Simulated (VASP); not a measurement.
Method: PBE GGA with D4 dispersion, VASP's PBE PAW potentials (set 64) (plane waves; VASP).

A VASP calculation is set up with these files.

POSCAR:
```
TiCo
2.9493830
  1.0000001015   0.0000000000   0.0000000000
  0.0000000000   1.0000001015   0.0000000000
  0.0000000000   0.0000000000   1.0000001015
Ti Co
1 1
Cart
  0.0000000000   0.0000000000   0.0000000000
  0.5000000508   0.5000000508   0.5000000508
```

INCAR:
```
! general
SYSTEM  = TiCo
PREC    = Accurate
ENCUT   = 520
LREAL   = .FALSE.
LASPH   = .TRUE.
ICHARG  = 11

! electronic loop
EDIFF   = 1E-7
NELM    = 100
ALGO    = Normal
LMAXMIX = 4

! smearing
ISMEAR  = 0
SIGMA   = 0.05

! functional
GGA     = PE
IVDW    = 13

! output
LWAVE   = .FALSE.
LCHARG  = .FALSE.
LORBIT  = 11
```

File KPOINTS:
```
k-points along high-symmetry lines
15
Line-mode
Reciprocal
  0.000000   0.000000   0.000000 ! GAMMA
  0.000000   0.500000   0.000000 ! X

  0.000000   0.500000   0.000000 ! X
  0.500000   0.500000   0.000000 ! M

  0.500000   0.500000   0.000000 ! M
  0.000000   0.000000   0.000000 ! GAMMA

  0.000000   0.000000   0.000000 ! GAMMA
  0.500000   0.500000   0.500000 ! R

  0.500000   0.500000   0.500000 ! R
  0.000000   0.500000   0.000000 ! X

  0.500000   0.500000   0.500000 ! R
  0.500000   0.500000   0.000000 ! M
```

POTCAR, in this order: Ti_sv Co (PBE.64 set). Program: vasp_std. Read from the step before: CHGCAR.

What VASP printed:

File OSZICAR:
```
       N       E                     dE             d eps       ncg     rms          rms(c)
DAV:   1     0.151994622468E+03    0.15199E+03   -0.10700E+04  2520   0.193E+03
DAV:   2    -0.630197776990E+01   -0.15830E+03   -0.15562E+03  2610   0.411E+02
DAV:   3    -0.156260351445E+02   -0.93241E+01   -0.92221E+01  3946   0.108E+02
DAV:   4    -0.159178070356E+02   -0.29177E+00   -0.29012E+00  3100   0.151E+01
DAV:   5    -0.159304804199E+02   -0.12673E-01   -0.12673E-01  3618   0.289E+00
DAV:   6    -0.159306684713E+02   -0.18805E-03   -0.18805E-03  3022   0.335E-01
DAV:   7    -0.159306753614E+02   -0.68901E-05   -0.68903E-05  3896   0.576E-02
DAV:   8    -0.159306754687E+02   -0.10727E-06   -0.10794E-06  2928   0.655E-03
DAV:   9    -0.159306754712E+02   -0.25102E-08   -0.24774E-08  2094   0.113E-03
   1 F= -.16564643E+02 E0= -.16562035E+02  d E =-.521482E-02
```

OUTCAR:
```
 val. band max:       10.1717691142   @ k =   0.4286   0.5000   0.0000

 cond. band min:      10.2002082110   @ k =   0.2143   0.5000   0.0000



 k-point     1 :       0.0000    0.0000    0.0000
  band No.  band energies     occupation
      1     -46.7526      2.00000
      2     -22.8321      2.00000
      3     -22.8321      2.00000
      4     -22.8321      2.00000
      5       2.5827      2.00000
      6       6.4602      2.00000
      7       6.4602      2.00000
      8       8.8796      2.00000
      9       8.8796      2.00000
     10       8.8796      2.00000
     11      11.2005      0.00000
     12      11.2005      0.00000
     13      13.2265      0.00000
     14      13.2265      0.00000

 k-point     2 :       0.0000    0.0357    0.0000
  band No.  band energies     occupation
      1     -46.7521      2.00000
      2     -22.8364      2.00000
      3     -22.8317      2.00000
      4     -22.8317      2.00000
      5       2.6090      2.00000
      6       6.4721      2.00000
      7       6.4728      2.00000
      8       8.8777      2.00000
      9       8.8777      2.00000
     10       8.8844      2.00000
     11      11.1866      0.00000
     12      11.2061      0.00000
     13      13.1882      0.00000
     14      13.1910      0.00000

 k-point     3 :       0.0000    0.0714    0.0000
  band No.  band energies     occupation
      1     -46.7507      2.00000
      2     -22.8493      2.00000
      3     -22.8308      2.00000
      4     -22.8308      2.00000
      5       2.6876      2.00000
      6       6.5076      2.00000
      7       6.5101      2.00000
      8       8.8722      2.00000
      9       8.8722      2.00000
     10       8.8987      2.00000
     11      11.1453      0.00000
     12      11.2221      0.00000
     13      13.0785      0.00000
     14      13.0786      0.00000

 k-point     4 :       0.0000    0.1071    0.0000
  band No.  band energies     occupation
      1     -46.7485      2.00000
...
```

The density is held fixed in this step, so its total energy and stress have no physical meaning.

The compound is TiCo in the CsCl type structure. It was relaxed first. The run is not spin-polarised, so no magnetic state was tried. The electron count is odd and the run is not spin-polarised, which forces a metal.
